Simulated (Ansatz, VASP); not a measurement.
# Cross-check of NiO between VASP and Ansatz, part 2 of 2

One calculation is typed for both programs; each brings its own data sets. How far apart do they land? The two relaxations start from unlike cells of this crystal (the structure described is Ansatz's start), so only their ends are compared.

VASP 6.6.1 and Ansatz, in part a development build.

So far: Set-up; Ansatz: relaxation of cell and atoms, PBE.

**3. VASP: relaxation of cell and atoms, PBE**

Level of this step: PBE, spin-polarised from an antiferromagnetic start; plane waves and PAW (Ni, O) (VASP).

Its own start cell and the same functional, mesh and smearing now go to VASP, with its own data sets.

Lines of VASP's logs that name or quote its potential files are left out, and so is its time.

INCAR reads:

```
SYSTEM = NiO
PREC = Accurate
ENCUT = 600
EDIFF = 1E-07
NELM = 200
ISMEAR = 0
SIGMA = 0.02
LREAL = .FALSE.
ALGO = Normal
GGA = PE
NBANDS = 24
ISPIN = 2
MAGMOM = -1.37 1.37 0 -0
LASPH = .TRUE.
LMAXMIX = 4
LORBIT = 11
LWAVE = .FALSE.
LCHARG = .FALSE.
ISIF = 3
IBRION = 2
NSW = 80
EDIFFG = -0.005
GGA_COMPAT = .FALSE.
NELMIN = 4
KPAR = 2
```

POSCAR reads:

```
NiO
1.0
    2.0993131196     -0.0000000050     -2.0993131296
    2.0993131246     -2.0993131246      0.0000000000
   -2.0822879074     -2.0822879074     -4.1816020671
Ni O
2 2
Direct
    0.9999998795      0.5000000603      0.4999999389
    0.0000000000      0.0000000000      0.0000000000
    0.5000000603      0.2499999699      0.7500000305
    0.5000001824      0.7500001506      0.2499998473
```

KPOINTS reads:

```
Automatic mesh
0
Gamma
12 12 12
0 0 0
```

The projector-augmented-wave data sets are Ni and O (PBE family, release 64).

Run with:

```console
mpirun -np 2 vasp_std
```

Numbers of over 12 decimals in the logs are rounded to 6 here.

Log:

```text
[banner, memory and clock lines left out]
running    2 mpi-ranks, on    1 nodes
 distrk:  each k-point on    1 cores,    2 groups
 distr:  one band on    1 cores,    1 groups

 POSCAR found type information on POSCAR NiO
 POSCAR found :  2 types and       4 ions
 LDA part: xc-table for (Slater+PW92), standard interpolation
 POSCAR, INCAR and KPOINTS ok, starting setup
 FFT: planning ... GRIDC
 FFT: planning ... GRID_SOFT
 FFT: planning ... GRID
 WAVECAR not read
 entering main loop
       N       E                     dE             d eps       ncg     rms          rms(c)
DAV:   1     0.261663342910E+03    0.26166E+03   -0.16664E+04 18696   0.195E+03
DAV:   2    -0.237095419274E+01   -0.26403E+03   -0.23900E+03 19528   0.385E+02
DAV:   3    -0.271629819323E+02   -0.24792E+02   -0.23673E+02 21392   0.132E+02
DAV:   4    -0.276440811601E+02   -0.48110E+00   -0.48017E+00 20208   0.188E+01
DAV:   5    -0.276564465023E+02   -0.12365E-01   -0.12365E-01 22776   0.289E+00    0.204E+01
DAV:   6    -0.250677756734E+02    0.25887E+01   -0.25417E+01 24536   0.932E+01    0.226E+01
DAV:   7    -0.234202116704E+02    0.16476E+01   -0.56156E+00 21360   0.723E+01    0.917E+00
DAV:   8    -0.235244172302E+02   -0.10421E+00   -0.11803E+00 22000   0.980E+00    0.576E+00
DAV:   9    -0.234796099096E+02    0.44807E-01   -0.73692E-02 28008   0.790E+00    0.156E+00
DAV:  10    -0.234922677958E+02   -0.12658E-01   -0.44161E-02 26488   0.348E+00    0.696E-01
DAV:  11    -0.234906485621E+02    0.16192E-02   -0.87617E-03 26760   0.274E+00    0.108E-01
DAV:  12    -0.234909789301E+02   -0.33037E-03   -0.29902E-03 18648   0.443E-01    0.738E-02
DAV:  13    -0.234909522241E+02    0.26706E-04   -0.12522E-04 25616   0.103E-01    0.371E-02
DAV:  14    -0.234909593812E+02   -0.71571E-05   -0.38220E-05 21392   0.120E-01    0.212E-02
DAV:  15    -0.234909587366E+02    0.64461E-06   -0.85557E-06 24288   0.470E-02    0.576E-03
DAV:  16    -0.234909588152E+02   -0.78614E-07   -0.95906E-07 21928   0.183E-02
   1 F= -.23490959E+02 E0= -.23490959E+02  d E =-.234910E+02  mag=    -0.0000
 curvature:   0.00 expect dE= 0.000E+00 dE for cont linesearch  0.000E+00
 trial: gam= 0.00000 g(F)=  0.752E-41 g(S)=  0.190E-04 ort = 0.000E+00 (trialstep = 0.100E+01)
 search vector abs. value=  0.190E-04
 bond charge predicted
       N       E                     dE             d eps       ncg     rms          rms(c)
DAV:   1    -0.234911480024E+02   -0.18927E-03   -0.32070E-03 20288   0.766E-01    0.106E-01
DAV:   2    -0.234909797842E+02    0.16822E-03   -0.59878E-04 20408   0.472E-01    0.709E-02
DAV:   3    -0.234909620954E+02    0.17689E-04   -0.59157E-05 25312   0.193E-01    0.374E-02
DAV:   4    -0.234909576605E+02    0.44349E-05   -0.15271E-05 24560   0.657E-02    0.135E-02
DAV:   5    -0.234909564888E+02    0.11716E-05   -0.27039E-06 28720   0.273E-02    0.749E-03
DAV:   6    -0.234909562266E+02    0.26222E-06   -0.13040E-06 22024   0.199E-02    0.246E-03
DAV:   7    -0.234909561640E+02    0.62609E-07   -0.15677E-07 13312   0.440E-03
   2 F= -.23490956E+02 E0= -.23490956E+02  d E =0.265122E-05  mag=    -0.0000
 trial-energy change:    0.000003  1 .order   -0.000002   -0.000019    0.000015
 step:   0.3651(harm=  0.5645)  dis= 0.00000  next Energy=   -23.490962 (dE=-0.323E-05)
 reached required accuracy - stopping structural energy minimisation
```

From OUTCAR (step 3):

```text
ion  position               nearest neighbor table
   1  1.000  0.500  0.500-   3 2.10   3 2.10   4 2.10   4 2.10   4 2.10   3 2.10   2 2.96   2 2.96
                             2 2.96   2 2.96   2 2.96   2 2.96
   2  0.000  0.000  0.000-   4 2.10   3 2.10   3 2.10   4 2.10   3 2.10   4 2.10   1 2.96   1 2.96
                             1 2.96   1 2.96   1 2.96   1 2.96
   3  0.500  0.250  0.750-   1 2.10   1 2.10   2 2.10   2 2.10   2 2.10   1 2.10
   4  0.500  0.750  0.250-   2 2.10   1 2.10   2 2.10   1 2.10   2 2.10   1 2.10

  LATTYP: Found a trigonal (rhomboedric) cell.
 ALAT       =     5.1144537613
 COS(alpha) =     0.8315170614

 Subroutine GETGRP returns: Found 12 space group operations
 (whereof 12 operations were pure point group operations)

The static configuration has the point symmetry D_3d.

 Found    189 irreducible k-points:

   k-points           NKPTS =    189   k-points in BZ     NKDIM =    189   number of bands    NBANDS=     24

   dimension x,y,z NGX =    24 NGY =   24 NGZ =   42
   dimension x,y,z NGXF=    48 NGYF=   48 NGZF=   84

   ENCUT  =  600.0 eV  44.10 Ry    6.64 a.u.   5.93  5.93 10.21*2*pi/ulx,y,z

   NELECT =      32.0000    total number of electrons

 k-points in reciprocal lattice and weights: Automatic mesh
   0.00000000  0.00000000  0.00000000       0.001
   0.08333333  0.00000000  0.00000000       0.003
   0.16666667  0.00000000 -0.00000000       0.003
   0.25000000  0.00000000 -0.00000000       0.003
   0.33333333  0.00000000  0.00000000       0.003
   0.41666667  0.00000000 -0.00000000       0.003
   0.50000000  0.00000000 -0.00000000       0.002
  -0.00000000  0.08333333 -0.00000000       0.003
   0.16666667  0.08333333 -0.00000000       0.007
[...]
-0.08333333  0.08333333  0.41666667       0.003
   0.00000000  0.00000000  0.50000000       0.001

 average (electrostatic) potential at core
       1 -83.9314       2 -83.9314       3 -68.3351       4 -68.3351

 E-fermi :   7.3348

 spin component 1
 k-point     1 :       0.0000    0.0000    0.0000
  band No.  band energies     occupation
    ...
     12       5.7223      1.00000
     13       5.7224      1.00000
     14       6.6463      1.00000
     15       6.6465      1.00000
     16       6.9282      1.00000
     17       9.2823      0.00000
     18       9.2826      0.00000
     19       9.4071      0.00000
     20      13.3819      0.00000
     21      17.9407      0.00000
    ...

 k-point     2 :       0.0833    0.0000    0.0000
  band No.  band energies     occupation
    ...
     12       6.0147      1.00000
     13       6.1158      1.00000
     14       6.6434      1.00000
     15       6.7351      1.00000
     16       6.9131      1.00000
     17       9.0967      0.00000
     18       9.1545      0.00000
     19       9.9083      0.00000
     20      13.8172      0.00000
     21      17.8479      0.00000
    ...

 k-point     3 :       0.1667    0.0000   -0.0000
  band No.  band energies     occupation
    ...
     12       6.3347      1.00000
     13       6.3929      1.00000
     14       6.7200      1.00000
     15       6.9713      1.00000
     16       7.0307      1.00000
     17       8.7921      0.00000
     18       8.8685      0.00000
     19      10.9933      0.00000
     20      14.7669      0.00000
     21      17.6146      0.00000
    ...

 k-point     4 :       0.2500    0.0000   -0.0000
  band No.  band energies     occupation
    ...
     12       6.3875      1.00000
     13       6.4604      1.00000
     14       6.7868      1.00000
     15       7.0729      1.00000
     16       7.2121      1.00000
     17       8.7372      0.00000
     18       8.7560      0.00000
     19      12.1307      0.00000
     20      15.3537      0.00000
     21      17.6290      0.00000
    ...

 k-point     5 :       0.3333    0.0000    0.0000
  band No.  band energies     occupation
    ...
     12       6.4302      1.00000
     13       6.4553      1.00000
     14       6.7977      1.00000
     15       7.0312      1.00000
     16       7.0639      1.00000
     17       8.9541      0.00000
     18       9.0166      0.00000
     19      12.9844      0.00000
     20      14.9464      0.00000
     21      18.1574      0.00000
    ...

 k-point     6 :       0.4167    0.0000   -0.0000
  band No.  band energies     occupation
    ...
     12       6.3417      1.00000
     13       6.4389      1.00000
     14       6.8128      1.00000
     15       6.9753      1.00000
     16       7.0536      1.00000
     17       9.2222      0.00000
     18       9.2860      0.00000
     19      13.3706      0.00000
     20      14.3310      0.00000
     21      18.0065      0.00000
    ...

  Total        0.0180900      0.0180900      0.0180900     -0.0016744     -0.0016744     -0.0016744
  in kB        0.7886131      0.7886131      0.7886133     -0.0729955     -0.0729955     -0.0729955
  external PRESSURE =       0.7886132 kB  Pullay stress =       0.0000000 kB

  energy-cutoff  :      600.00
  volume of cell :       36.75
      direct lattice vectors                 reciprocal lattice vectors
     2.098787566 -0.000000005 -2.098787575     0.238724476  0.238724476 -0.237741087
     2.098787570 -2.098787570  0.000000000     0.118870543 -0.357595019  0.118870543
    -2.081568256 -2.081568256 -4.180356861    -0.119853874 -0.119853874 -0.119853873

 POSITION                                       TOTAL-FORCE (eV/Angst)
 -----------------------------------------------------------------------------------
      2.10740     -2.09018     -4.18897        -0.000000     -0.000000     -0.000000
      2.09879     -0.00000     -2.09879        -0.000000      0.000000      0.000000
      0.01291     -2.08587     -4.18466        -0.000000     -0.000000     -0.000000
      2.10309     -2.09448     -2.09448         0.000000      0.000000      0.000000
 -----------------------------------------------------------------------------------
    total drift:                               -0.001103     -0.000002      0.000006

  FREE ENERGIE OF THE ION-ELECTRON SYSTEM (eV)
  ---------------------------------------------------
  free  energy   TOTEN  =       -23.4909561640 eV

  energy  without entropy=      -23.4909561640  energy(sigma->0) =      -23.49095616

 reached required accuracy - stopping structural energy minimisation

 total charge
# of ion       s       p       d       tot
------------------------------------------
    1        0.327   0.395   8.259   8.980
    2        0.327   0.395   8.259   8.980
    3        1.558   3.407   0.000   4.966
    4        1.558   3.407   0.000   4.966
--------------------------------------------------
tot          3.770   7.605  16.517  27.892

 magnetization (x)
# of ion       s       p       d       tot
------------------------------------------
    1        0.009   0.013  -1.371  -1.349
    2       -0.009  -0.013   1.371   1.349
    3        0.000   0.000   0.000   0.000
    4        0.000   0.000   0.000   0.000
--------------------------------------------------
tot          0.000   0.000   0.000   0.000

[... 4 further parts left out ...]
```

The magnetic state follows from one typed start and may not be the lowest.

**4. Differences**

Known differences besides the potentials themselves: VASP starts from the moments at which Ansatz ended; the data sets hold 48 valence electrons in Ansatz (on its PAW soft_1 files) and 32 in VASP; the cutoff is 420 eV in Ansatz and 600 eV in VASP; Ansatz adds a Pulay correction to the stress that steers its cell, VASP none; site moments are counted in spheres of each program's own size. Total energies have different zeros and are not compared.

The two programs side by side:

```tsv
quantity	Ansatz	VASP	difference
volume (Å³)	36.86	36.75	+0.30 %
edge a after relaxation, in the typed setting (Å)	2.972	2.968	+0.12 %
edge c after relaxation, in the typed setting (Å)	5.117	5.113	+0.08 %
moment on Ni1 (μB)	-1.37	-1.35	-0.02
moment on Ni2 (μB)	1.37	1.35	+0.02
```

**5. Outcome**

| Quantity | Value |
| --- | --- |
| difference in volume (relaxation of cell and atoms, PBE) | 0.30 % |

The difference in volume is 0.30 % (relaxation of cell and atoms, PBE), within the 1.2 % picked in this series as the mark of a large difference, as far as the stopping tolerances let one tell. The data sets hold unlike numbers of valence electrons (48 in Ansatz and 32 in VASP), so part of the differences comes from the potentials. 2 further runs of this series are not shown here. Such differences can come from data sets, numerical settings and the points named under the comparisons, not from the functional's error against experiment.

[Lines on the potential files, build, host, timing and source positions are cut from VASP's logs without a mark.]

[Logs are printed without paths, hosts, clocks, repeated set-up lines and the standing remarks that a program may print on its own settings, such as how far it seeks lower states.]

[Hosts, paths, dates, database ids (printed as entryN), source tags and the programs' standing remarks are cut or masked in the printed files.]
